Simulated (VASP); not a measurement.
Method: LDA (Ceperley-Alder, Perdew-Zunger), VASP's LDA PAW potentials (set 64) (plane waves; VASP).

Input for VASP

**POSCAR**
```
KTaO3
1
    3.9585596580    -0.0000000000     0.0000000000
   -0.0000000000     3.9585596580     0.0000000000
   -0.0000000000    -0.0000000000     3.9585596580
K Ta O
1 1 3
Direct
  0.0000000000   0.0000000000   0.0000000000
  0.5000000000   0.5000000000   0.5000000000
  0.5000000000   0.0000000000   0.5000000000
  0.0000000000   0.5000000000   0.5000000000
  0.5000000000   0.5000000000   0.0000000000
```

**INCAR**
```
ALGO = Normal
EDIFF = 1E-6
EDIFFG = -0.02
ENCUT = 620
IBRION = 2
ISIF = 3
ISMEAR = 0
LASPH = .TRUE.
LCHARG = .FALSE.
LMAXMIX = 6
LREAL = .FALSE.
LWAVE = .FALSE.
NELM = 100
NSW = 40
PREC = Accurate
SIGMA = 0.05
SYSTEM = KTaO3
```

### KPOINTS
```
Automatic
0
Gamma
  6 6 6
```

POTCAR, in this order: K_sv Ta_pv O (LDA.64 set). Program: vasp_std.

Output of the run:

OSZICAR:
```
       N       E                     dE             d eps       ncg     rms          rms(c)
DAV:   1     0.372764551070E+03    0.37276E+03   -0.23892E+04   920   0.195E+03
DAV:   2    -0.316284722211E+02   -0.40439E+03   -0.39407E+03  1133   0.491E+02
DAV:   3    -0.527904060913E+02   -0.21162E+02   -0.21109E+02  1151   0.108E+02
DAV:   4    -0.533058757733E+02   -0.51547E+00   -0.51520E+00  1650   0.158E+01
DAV:   5    -0.533085396743E+02   -0.26639E-02   -0.26636E-02  1160   0.107E+00    0.373E+01
DAV:   6    -0.453961594543E+02    0.79124E+01   -0.41894E+01  1095   0.462E+01    0.152E+01
DAV:   7    -0.451632682112E+02    0.23289E+00   -0.23827E+00  1265   0.106E+01    0.955E+00
DAV:   8    -0.450760439201E+02    0.87224E-01   -0.32783E-01  1222   0.500E+00    0.114E+00
DAV:   9    -0.450700344822E+02    0.60094E-02   -0.22255E-02  1214   0.117E+00    0.234E-01
DAV:  10    -0.450690966991E+02    0.93778E-03   -0.68848E-03  1320   0.614E-01    0.645E-02
DAV:  11    -0.450690749865E+02    0.21713E-04   -0.49055E-04  1201   0.177E-01    0.261E-02
DAV:  12    -0.450690779423E+02   -0.29558E-05   -0.22580E-05  1504   0.346E-02    0.778E-03
DAV:  13    -0.450690773866E+02    0.55570E-06   -0.21929E-06   929   0.110E-02
   1 F= -.45069077E+02 E0= -.45069077E+02  d E =-.450691E+02
```

OUTCAR:
```
------------------------ aborting loop because EDIFF is reached ----------------------------------------
  FORCE on cell =-STRESS in cart. coord.  units (eV):
  Direction    XX          YY          ZZ          XY          YZ          ZX
  --------------------------------------------------------------------------------------
  Total        0.0024933      0.0024933      0.0024933     -0.0000000     -0.0000000     -0.0000000
  in kB        0.0643972      0.0643972      0.0643972     -0.0000000     -0.0000000     -0.0000000
  external PRESSURE =       0.0643972 kB  Pullay stress =       0.0000000 kB
  volume of cell :       62.03
      direct lattice vectors                 reciprocal lattice vectors
     3.958559658  0.000000000  0.000000000     0.252617135  0.000000000  0.000000000
     0.000000000  3.958559658  0.000000000     0.000000000  0.252617135  0.000000000
     0.000000000  0.000000000  3.958559658     0.000000000  0.000000000  0.252617135
 POSITION                                       TOTAL-FORCE (eV/Angst)
 -----------------------------------------------------------------------------------
      0.00000      0.00000      0.00000         0.000000      0.000000      0.000000
      1.97928      1.97928      1.97928         0.000000      0.000000      0.000000
      1.97928      0.00000      1.97928         0.000000      0.000000      0.000000
      0.00000      1.97928      1.97928         0.000000      0.000000      0.000000
      1.97928      1.97928      0.00000         0.000000      0.000000      0.000000
 -----------------------------------------------------------------------------------
    total drift:                                0.000000     -0.000000     -0.000000
  FREE ENERGIE OF THE ION-ELECTRON SYSTEM (eV)
  ---------------------------------------------------
  free  energy   TOTEN  =       -45.0690773866 eV

  energy  without entropy=      -45.0690773866  energy(sigma->0) =      -45.06907739

 reached required accuracy - stopping structural energy minimisation
```
(Selected blocks of OUTCAR.)

The compound is KTaO3 in the cubic perovskite structure. It was relaxed first.
